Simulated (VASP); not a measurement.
Output of a VASP run:

### OUTCAR
```
 ion  position               nearest neighbor table
   1  0.000  0.000  0.000-   2 2.42   3 2.42   4 2.42   2 2.42   3 2.42   2 2.42   4 2.42   2 2.42
                             3 2.42   4 2.42   3 2.42   4 2.42
   2  0.000  0.500  0.500-   1 2.42   3 2.42   4 2.42   1 2.42   4 2.42   1 2.42   3 2.42   1 2.42
                             3 2.42   4 2.42   4 2.42   3 2.42
   3  0.500  0.000  0.500-   1 2.42   2 2.42   4 2.42   1 2.42   4 2.42   2 2.42   4 2.42   4 2.42
                             1 2.42   2 2.42   1 2.42   2 2.42
   4  0.500  0.500  0.000-   1 2.42   2 2.42   3 2.42   2 2.42   3 2.42   1 2.42   3 2.42   3 2.42
                             1 2.42   2 2.42   2 2.42   1 2.42
  LATTYP: Found a simple cubic cell.
 ALAT       =     3.4162334205
 Subroutine PRICEL returns:
 Original cell was already a primitive cell.
 Subroutine GETGRP returns: Found 48 space group operations
The static configuration has the point symmetry O_h .
The dynamic configuration has the point symmetry O_h .
The overall configuration has the point symmetry O_h .
 Subroutine INISYM returns: Found 48 space group operations
 Subroutine IBZKPT returns following result:
 Found     35 irreducible k-points:

 Following reciprocal coordinates:
            Coordinates               Weight
  0.000000  0.000000  0.000000      1.000000
  0.111111  0.000000  0.000000      6.000000
  0.222222  0.000000  0.000000      6.000000
  0.333333  0.000000  0.000000      6.000000
  0.444444  0.000000  0.000000      6.000000
  0.111111  0.111111  0.000000     12.000000
  0.222222  0.111111  0.000000     24.000000
  0.333333  0.111111  0.000000     24.000000
  0.444444  0.111111  0.000000     24.000000
  0.222222  0.222222  0.000000     12.000000
  0.333333  0.222222  0.000000     24.000000
  0.444444  0.222222  0.000000     24.000000
  0.333333  0.333333  0.000000     12.000000
  0.444444  0.333333  0.000000     24.000000
  0.444444  0.444444  0.000000     12.000000
  0.111111  0.111111  0.111111      8.000000
  0.222222  0.111111  0.111111     24.000000
  0.333333  0.111111  0.111111     24.000000
  0.444444  0.111111  0.111111     24.000000
  0.222222  0.222222  0.111111     24.000000
  0.333333  0.222222  0.111111     48.000000
  0.444444  0.222222  0.111111     48.000000
  0.333333  0.333333  0.111111     24.000000
  0.444444  0.333333  0.111111     48.000000
  0.444444  0.444444  0.111111     24.000000
  0.222222  0.222222  0.222222      8.000000
  0.333333  0.222222  0.222222     24.000000
  0.444444  0.222222  0.222222     24.000000
  0.333333  0.333333  0.222222     24.000000
  0.444444  0.333333  0.222222     48.000000
  0.444444  0.444444  0.222222     24.000000
  0.333333  0.333333  0.333333      8.000000
  0.444444  0.333333  0.333333     24.000000
  0.444444  0.444444  0.333333     24.000000
  0.444444  0.444444  0.444444      8.000000
   k-points           NKPTS =     35   k-points in BZ     NKDIM =     35   number of bands    NBANDS=     25
   number of dos      NEDOS =    301   number of ions     NIONS =      4
   total plane-waves  NPLWV =  21952
   dimension x,y,z NGX =    28 NGY =   28 NGZ =   28
   dimension x,y,z NGXF=    56 NGYF=   56 NGZF=   56
   ions per type =               1   3
   PREC   = accura    normal or accurate (medium, high low for compatibility)
   ISTART =      0    job   : 0-new  1-cont  2-samecut
   ICHARG =      2    charge: 1-file 2-atom 10-const
   ISPIN  =      2    spin polarized calculation?
   LNONCOLLINEAR =      F non collinear calculations
   LSORBIT =      F    spin-orbit coupling
   INIWAV =      1    electr: 0-lowe 1-rand  2-diag
   ENCUT  =  520.0 eV  38.22 Ry    6.18 a.u.   6.35  6.35  6.35*2*pi/ulx,y,z
   NELM   =    100;   NELMIN=  2; NELMDL= -5     # of ELM steps
   EDIFF  = 0.1E-06   stopping-criterion for ELM
   LREAL  =      F    real-space projection
   NLSPLINE    = F    spline interpolate recip. space projectors
   LMAXMIX     =    4 max onsite mixed and CHGCAR
   VOSKOWN=      0    Vosko Wilk Nusair interpolation
   EDIFFG = 0.1E-05   stopping-criterion for IOM
   NSW    =      0    number of steps for IOM
...
```

File OSZICAR:
```
       N       E                     dE             d eps       ncg     rms          rms(c)
DAV:   1     0.244061994563E+03    0.24406E+03   -0.17397E+04  3604   0.219E+03
DAV:   2    -0.176801671586E+02   -0.26174E+03   -0.25285E+03  3526   0.382E+02
DAV:   3    -0.321161955028E+02   -0.14436E+02   -0.13754E+02  3575   0.124E+02
DAV:   4    -0.323183608346E+02   -0.20217E+00   -0.20142E+00  3785   0.154E+01
DAV:   5    -0.323239328653E+02   -0.55720E-02   -0.55716E-02  4855   0.210E+00    0.244E+01
DAV:   6    -0.283178365442E+02    0.40061E+01   -0.39860E+01  3558   0.969E+01    0.123E+01
DAV:   7    -0.283605609232E+02   -0.42724E-01   -0.63771E+00  3840   0.601E+01    0.152E+01
DAV:   8    -0.276250910418E+02    0.73547E+00   -0.45608E+00  3738   0.450E+01    0.547E+00
DAV:   9    -0.275561310247E+02    0.68960E-01   -0.49240E-01  4292   0.144E+01    0.311E+00
DAV:  10    -0.275271003668E+02    0.29031E-01   -0.66035E-02  4409   0.603E+00    0.105E+00
DAV:  11    -0.275242327973E+02    0.28676E-02   -0.11346E-02  5276   0.139E+00    0.542E-01
DAV:  12    -0.275233839458E+02    0.84885E-03   -0.18840E-03  5814   0.698E-01    0.153E-01
DAV:  13    -0.275234099939E+02   -0.26048E-04   -0.32057E-04  3652   0.321E-01    0.687E-02
DAV:  14    -0.275234016332E+02    0.83607E-05   -0.56896E-05  5539   0.116E-01    0.208E-02
DAV:  15    -0.275234013700E+02    0.26323E-06   -0.10447E-05  4905   0.573E-02    0.184E-02
DAV:  16    -0.275234006351E+02    0.73493E-06   -0.18462E-06  4202   0.368E-02    0.355E-03
DAV:  17    -0.275234003714E+02    0.26361E-06   -0.37533E-07  2803   0.841E-03    0.124E-03
DAV:  18    -0.275234003698E+02    0.16457E-08   -0.74081E-08  1828   0.470E-03
   1 F= -.27523400E+02 E0= -.27523868E+02  d E =0.140162E-02  mag=     4.4618
```

OUTCAR:
```
------------------------ aborting loop because EDIFF is reached ----------------------------------------
  FORCE on cell =-STRESS in cart. coord.  units (eV):
  Direction    XX          YY          ZZ          XY          YZ          ZX
  --------------------------------------------------------------------------------------
  Total        3.9245786      3.9245786      3.9245786      0.0000000      0.0000000      0.0000000
  in kB      157.7106433    157.7106433    157.7106433      0.0000000      0.0000000      0.0000000
  external PRESSURE =     157.7106433 kB  Pullay stress =       0.0000000 kB
  volume of cell :       39.87
      direct lattice vectors                 reciprocal lattice vectors
     3.416233420  0.000000000  0.000000000     0.292720045  0.000000000  0.000000000
     0.000000000  3.416233420  0.000000000     0.000000000  0.292720045  0.000000000
     0.000000000  0.000000000  3.416233420     0.000000000  0.000000000  0.292720045
 POSITION                                       TOTAL-FORCE (eV/Angst)
 -----------------------------------------------------------------------------------
      0.00000      0.00000      0.00000         0.000000      0.000000      0.000000
      0.00000      1.70812      1.70812         0.000000      0.000000      0.000000
      1.70812      0.00000      1.70812         0.000000      0.000000      0.000000
      1.70812      1.70812      0.00000         0.000000      0.000000      0.000000
 -----------------------------------------------------------------------------------
    total drift:                                0.000000      0.000000      0.000000
  FREE ENERGIE OF THE ION-ELECTRON SYSTEM (eV)
  ---------------------------------------------------
  free  energy   TOTEN  =       -27.5234003698 eV

  energy  without entropy=      -27.5248019896  energy(sigma->0) =      -27.52386758

 total charge

# of ion       s       p       d       tot
------------------------------------------
    1        0.523   0.601   6.217   7.340
    2        0.556   0.620   8.385   9.561
    3        0.556   0.620   8.385   9.561
    4        0.556   0.620   8.385   9.561
--------------------------------------------------
tot          2.192   2.461  31.370  36.023

 magnetization (x)

# of ion       s       p       d       tot
------------------------------------------
    1        0.008   0.001   2.726   2.735
    2       -0.015  -0.043   0.624   0.566
    3       -0.015  -0.043   0.624   0.566
    4       -0.015  -0.043   0.624   0.566
--------------------------------------------------
tot         -0.038  -0.129   4.599   4.431
```
(Selected blocks of OUTCAR.)

**POSCAR**
```
Ni3Fe
1
    3.4162334205     0.0000000000     0.0000000000
    0.0000000000     3.4162334205     0.0000000000
    0.0000000000     0.0000000000     3.4162334205
Fe Ni
1 3
Direct
  0.0000000000   0.0000000000   0.0000000000
  0.0000000000   0.5000000000   0.5000000000
  0.5000000000   0.0000000000   0.5000000000
  0.5000000000   0.5000000000   0.0000000000
```

Task: Write an INCAR and KPOINTS that could have produced this output.

Result: Several could match; the one computed here: the input of the run itself, PBEsol GGA, plane waves, VASP's PBE PAW potentials (set 64).

### INCAR
```
LWAVE = .False.
LASPH = .True.
ENCUT = 520
SYSTEM = Ni3Fe
ISPIN = 2   # spin-polarised
LREAL = .False.   # projection in real space or not
NELM = 100
GGA = PS   # PBEsol
ISIF = 2   # forces and stress, cell fixed
LCHARG = .False.
SIGMA = 0.1   # width (eV)
PREC = Accurate
LORBIT = 10
ALGO = Normal   # blocked Davidson
LMAXMIX = 4   # l cut-off of mixed one-centre charges
ISMEAR = 1
MAGMOM = 2.8 0.6 0.6 0.6
EDIFF = 1E-7   # SCF stop (eV)
```

File KPOINTS:
```
Automatic mesh
0
Gamma
9 9 9
0 0 0
```

POTCAR, in this order: Fe Ni (PBE.64 set). Program: vasp_std.

The compound is Ni3Fe in the L1_2 structure. This cell is one point of a volume scan, at 0.94 of the reference volume.
